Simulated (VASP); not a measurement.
All values below come from PBEsol GGA, VASP's PBE PAW potentials (set 64) (plane waves; VASP).

VASP input:

### INCAR
```
SYSTEM = Cu3Sn
PREC = Accurate
ENCUT = 300
EDIFF = 1E-6
NELM = 100
ALGO = Normal
LREAL = .FALSE.
LASPH = .TRUE.
ISMEAR = -1
SIGMA = 0.1
GGA = PS
LMAXMIX = 4
LWAVE = .FALSE.
LCHARG = .FALSE.
ISIF = 2
```

### KPOINTS
```
kpoints
0
Gamma
  7 7 7
```

POSCAR:
```
Cu3Sn
4.7008590
  0.0000000000   0.7071067224   0.7071067224
  0.7071067224   0.0000000000   0.7071067224
  0.7071067224   0.7071067224   0.0000000000
Sn Cu
1 3
Direct
  0.0000000000   0.0000000000   0.0000000000
  0.5000000000   0.5000000000   0.5000000000
  0.2500000000   0.2500000000   0.2500000000
  0.7500000000   0.7500000000   0.7500000000
```

POTCAR, in this order: Sn_d Cu (PBE.64 set). Program: vasp_std.

The resulting files:

File OUTCAR:
```
 ion  position               nearest neighbor table
   1  0.000  0.000  0.000-   4 2.88   4 2.88   4 2.88   3 2.88   4 2.88   3 2.88   3 2.88   3 2.88
  LATTYP: Found a face centered cubic cell.
 ALAT       =     6.6480180000
 Subroutine PRICEL returns:
 Original cell was already a primitive cell.
 Subroutine GETGRP returns: Found 48 space group operations
The static configuration has the point symmetry O_h .
The dynamic configuration has the point symmetry O_h .
 Subroutine INISYM returns: Found 48 space group operations
 Subroutine IBZKPT returns following result:
 Found     20 irreducible k-points:

 Following reciprocal coordinates:
            Coordinates               Weight
  0.000000  0.000000  0.000000      1.000000
  0.142857  0.000000  0.000000      8.000000
  0.285714  0.000000  0.000000      8.000000
  0.428571  0.000000  0.000000      8.000000
  0.142857  0.142857  0.000000      6.000000
  0.285714  0.142857  0.000000     24.000000
  0.428571  0.142857  0.000000     24.000000
 -0.428571  0.142857  0.000000     24.000000
 -0.285714  0.142857  0.000000     24.000000
 -0.142857  0.142857  0.000000     12.000000
  0.285714  0.285714  0.000000      6.000000
  0.428571  0.285714  0.000000     24.000000
 -0.428571  0.285714  0.000000     24.000000
 -0.285714  0.285714  0.000000     12.000000
  0.428571  0.428571  0.000000      6.000000
 -0.428571  0.428571  0.000000     12.000000
  0.428571  0.285714  0.142857     24.000000
 -0.428571  0.285714  0.142857     48.000000
 -0.428571  0.428571  0.142857     24.000000
 -0.285714  0.428571  0.142857     24.000000
   k-points           NKPTS =     20   k-points in BZ     NKDIM =     20   number of bands    NBANDS=     28
   number of dos      NEDOS =    301   number of ions     NIONS =      4
   total plane-waves  NPLWV =  21952
   dimension x,y,z NGX =    28 NGY =   28 NGZ =   28
   dimension x,y,z NGXF=    56 NGYF=   56 NGZF=   56
   ions per type =               1   3
   PREC   = accura    normal or accurate (medium, high low for compatibility)
   ISTART =      0    job   : 0-new  1-cont  2-samecut
   ICHARG =      2    charge: 1-file 2-atom 10-const
   ISPIN  =      1    spin polarized calculation?
   LNONCOLLINEAR =      F non collinear calculations
   LSORBIT =      F    spin-orbit coupling
   INIWAV =      1    electr: 0-lowe 1-rand  2-diag
   ENCUT  =  300.0 eV  22.05 Ry    4.70 a.u.   6.64  6.64  6.64*2*pi/ulx,y,z
   NELM   =    100;   NELMIN=  2; NELMDL= -5     # of ELM steps
   EDIFF  = 0.1E-05   stopping-criterion for ELM
   LREAL  =      F    real-space projection
   NLSPLINE    = F    spline interpolate recip. space projectors
   LMAXMIX     =    4 max onsite mixed and CHGCAR
   VOSKOWN=      0    Vosko Wilk Nusair interpolation
   EDIFFG = 0.1E-04   stopping-criterion for IOM
   NSW    =      0    number of steps for IOM
   NBLOCK =      1;   KBLOCK =      1    inner block; outer block
   IBRION =     -1    ionic relax: 0-MD 1-quasi-New 2-CG
   NFREE  =      0    steps in history (QN), initial steepest desc. (CG)
   ISIF   =      2    stress and relaxation
   ISYM   =      2    0-nonsym 1-usesym 2-fastsym
   TEIN   =    0.0    initial temperature
   TEBEG  =    0.0;   TEEND  =   0.0 temperature during run
   SMASS  =  -3.00    Nose mass-parameter (am)
   PSTRESS=    0.0 pullay stress
   NELECT =      47.0000    total number of electrons
   EFERMI =   0.00;   METHOD = LEGACY
   ISMEAR =    -1;   SIGMA  =   0.10  broadening in eV -4-tet -1-fermi 0-gaus
   IALGO  =     38    algorithm
   LDIAG  =      T    sub-space diagonalisation (order eigenvalues)
   IMIX   =      4    mixing-type and parameters
     AMIX     =   0.40;   BMIX     =  1.00
     AMIX_MAG =   1.60;   BMIX_MAG =  1.00
     AMIN     =   0.10
...
```

File OSZICAR:
```
       N       E                     dE             d eps       ncg     rms          rms(c)
DAV:   1     0.339142739502E+03    0.33914E+03   -0.15189E+04  1128   0.181E+03
DAV:   2     0.169722268304E+02   -0.32217E+03   -0.31501E+03  1120   0.433E+02
DAV:   3    -0.172935442783E+02   -0.34266E+02   -0.32372E+02  1216   0.164E+02
DAV:   4    -0.184348102579E+02   -0.11413E+01   -0.11336E+01  1504   0.340E+01
DAV:   5    -0.184767728320E+02   -0.41963E-01   -0.41956E-01  1624   0.569E+00    0.138E+01
DAV:   6    -0.187492859303E+02   -0.27251E+00   -0.51325E+01  1376   0.121E+02    0.112E+01
DAV:   7    -0.157728971881E+02    0.29764E+01   -0.11355E+01  1280   0.621E+01    0.209E+00
DAV:   8    -0.157730471939E+02   -0.15001E-03   -0.10034E+00  1560   0.187E+01    0.107E+00
DAV:   9    -0.158036996689E+02   -0.30652E-01   -0.30167E-01  1504   0.133E+01    0.148E+00
DAV:  10    -0.157619988596E+02    0.41701E-01   -0.91168E-02  1452   0.622E+00    0.463E-01
DAV:  11    -0.157597876844E+02    0.22112E-02   -0.13043E-02  1708   0.154E+00    0.198E-01
DAV:  12    -0.157593776776E+02    0.41001E-03   -0.10232E-03  1800   0.679E-01    0.860E-02
DAV:  13    -0.157592564277E+02    0.12125E-03   -0.68311E-04  1456   0.495E-01    0.849E-03
DAV:  14    -0.157592609600E+02   -0.45324E-05   -0.73250E-05  1520   0.974E-02    0.630E-03
DAV:  15    -0.157592610426E+02   -0.82604E-07   -0.10469E-06   840   0.165E-02
   1 F= -.15759261E+02 E0= -.15739138E+02  d E =-.402458E-01
```

OUTCAR:
```
------------------------ aborting loop because EDIFF is reached ----------------------------------------
  FORCE on cell =-STRESS in cart. coord.  units (eV):
  Direction    XX          YY          ZZ          XY          YZ          ZX
  --------------------------------------------------------------------------------------
  Total       -8.4768190     -8.4768190     -8.4768190      0.0000000     -0.0000000     -0.0000000
  in kB     -184.8957485   -184.8957485   -184.8957485      0.0000000     -0.0000000     -0.0000000
  external PRESSURE =    -184.8957485 kB  Pullay stress =       0.0000000 kB
  volume of cell :       73.45
      direct lattice vectors                 reciprocal lattice vectors
     0.000000000  3.324009000  3.324009000    -0.150420772  0.150420772  0.150420772
     3.324009000  0.000000000  3.324009000     0.150420772 -0.150420772  0.150420772
     3.324009000  3.324009000  0.000000000     0.150420772  0.150420772 -0.150420772
 POSITION                                       TOTAL-FORCE (eV/Angst)
 -----------------------------------------------------------------------------------
      0.00000      0.00000      0.00000         0.000000     -0.000000      0.000000
      3.32401      3.32401      3.32401         0.000000     -0.000000      0.000000
      1.66200      1.66200      1.66200         0.000000      0.000000     -0.000000
      4.98601      4.98601      4.98601        -0.000000     -0.000000      0.000000
 -----------------------------------------------------------------------------------
    total drift:                                0.000000      0.000000      0.000000
  FREE ENERGIE OF THE ION-ELECTRON SYSTEM (eV)
  ---------------------------------------------------
  free  energy   TOTEN  =       -15.7592610426 eV

  energy  without entropy=      -15.7190152348  energy(sigma->0) =      -15.73913814
```
(Selected blocks of OUTCAR.)

At this cut-off the stress carries a Pulay error, which pulls relaxed volumes low.

The structure was generated: Cu3Sn was put into an ordered model structure, which need not be its known phase. The cell was not relaxed at this level. The run is one of a series of settings (GGA = PS, POTCAR Sn_d Cu (PBE.64 set) against the base run), some of them coarse on purpose. The electron count is odd and the run is not spin-polarised, which forces a metal.
